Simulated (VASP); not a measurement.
Output of a VASP run:

File OSZICAR:
```
       N       E                     dE             d eps       ncg     rms          rms(c)
DAV:   1     0.247407754982E+03    0.24741E+03   -0.13590E+04  3848   0.189E+03
DAV:   2     0.109851015244E+02   -0.23642E+03   -0.23507E+03  3952   0.494E+02
DAV:   3    -0.163921088865E+02   -0.27377E+02   -0.27176E+02  7536   0.137E+02
DAV:   4    -0.175032708698E+02   -0.11112E+01   -0.11108E+01  3944   0.292E+01
DAV:   5    -0.175644402631E+02   -0.61169E-01   -0.61168E-01  6304   0.471E+00    0.124E+01
DAV:   6    -0.156335815511E+02    0.19309E+01   -0.70987E+00  4520   0.318E+01    0.329E+00
DAV:   7    -0.156218729201E+02    0.11709E-01   -0.81760E-01  5768   0.793E+00    0.208E+00
DAV:   8    -0.156544633119E+02   -0.32590E-01   -0.23151E-01  4464   0.634E+00    0.727E-01
DAV:   9    -0.156452985213E+02    0.91648E-02   -0.51830E-02  4536   0.273E+00    0.716E-02
DAV:  10    -0.156456100938E+02   -0.31157E-03   -0.28908E-03  6064   0.444E-01    0.859E-02
DAV:  11    -0.156456193807E+02   -0.92868E-05   -0.17725E-04  4976   0.133E-01    0.307E-02
DAV:  12    -0.156456072392E+02    0.12141E-04   -0.35538E-05  5024   0.562E-02    0.170E-03
DAV:  13    -0.156456091186E+02   -0.18794E-05   -0.78663E-07  4792   0.821E-03    0.883E-04
DAV:  14    -0.156456100585E+02   -0.93993E-06   -0.15745E-07  3280   0.312E-03    0.218E-04
DAV:  15    -0.156456101309E+02   -0.72338E-07   -0.24470E-08  2464   0.155E-03
   1 F= -.16068615E+02 E0= -.16069362E+02  d E =-.160686E+02
```

### OUTCAR
```
------------------------ aborting loop because EDIFF is reached ----------------------------------------
  Edisp (eV):   -0.42300
  FORCE on cell =-STRESS in cart. coord.  units (eV):
  Direction    XX          YY          ZZ          XY          YZ          ZX
  --------------------------------------------------------------------------------------
  Total       0.75708     0.75708     0.74618     0.00000    -0.00000    -0.00000
  in kB      36.63536    36.63537    36.10799     0.00000    -0.00000    -0.00000
  external pressure =       36.46 kB  Pullay stress =        0.00 kB
  volume of cell :       33.11
      direct lattice vectors                 reciprocal lattice vectors
     1.444621701 -2.502158241  0.000000000     0.346111373 -0.199827490  0.000000000
     1.444621701  2.502158241  0.000000000     0.346111373  0.199827490  0.000000000
     0.000000000  0.000000000  4.579866753     0.000000000  0.000000000  0.218346964
 POSITION                                       TOTAL-FORCE (eV/Angst)
 -----------------------------------------------------------------------------------
      1.44462      0.83405      1.14497        -0.000000     -0.000000      0.000000
      1.44462     -0.83405      3.43490         0.000000      0.000000      0.000000
 -----------------------------------------------------------------------------------
    total drift:                               -0.000000      0.001054     -0.000021
  FREE ENERGIE OF THE ION-ELECTRON SYSTEM (eV)
  ---------------------------------------------------
  free  energy   TOTEN  =       -16.0686147095 eV

  energy  without entropy=      -16.0708573199  energy(sigma->0) =      -16.06936225

 reached required accuracy - stopping structural energy minimisation
```
(Selected blocks of OUTCAR.)

**POSCAR**
```
Ti
1
    1.4446217012    -2.5021582407     0.0000000000
    1.4446217012     2.5021582407     0.0000000000
    0.0000000000     0.0000000000     4.5798667525
Ti
2
Direct
  0.3333330000   0.6666670000   0.2500000000
  0.6666670000   0.3333330000   0.7500000000
```

### Question
Reconstruct the remaining input files.

### Answer
This is not unique; one that fits is the input of the run itself, PBE GGA with D4 dispersion, plane waves, VASP's PBE PAW potentials (set 64).

File KPOINTS:
```
Automatic mesh
0
Gamma
14 14 8
0 0 0
```

INCAR:
```
SYSTEM = Ti
PREC = Accurate
ENCUT = 520
EDIFF = 1E-7
NELM = 100
ALGO = Normal
LREAL = .FALSE.
LASPH = .TRUE.
ISMEAR = 1
SIGMA = 0.1
GGA = PE
IVDW = 13
LMAXMIX = 4
LWAVE = .FALSE.
LCHARG = .FALSE.
ISIF = 4
IBRION = 2
NSW = 30
EDIFFG = -0.01
```

POTCAR, in this order: Ti_sv (PBE.64 set). Program: vasp_std.

The compound is Ti in the hcp structure. This cell is one point of a volume scan, at 0.97 of the reference volume.
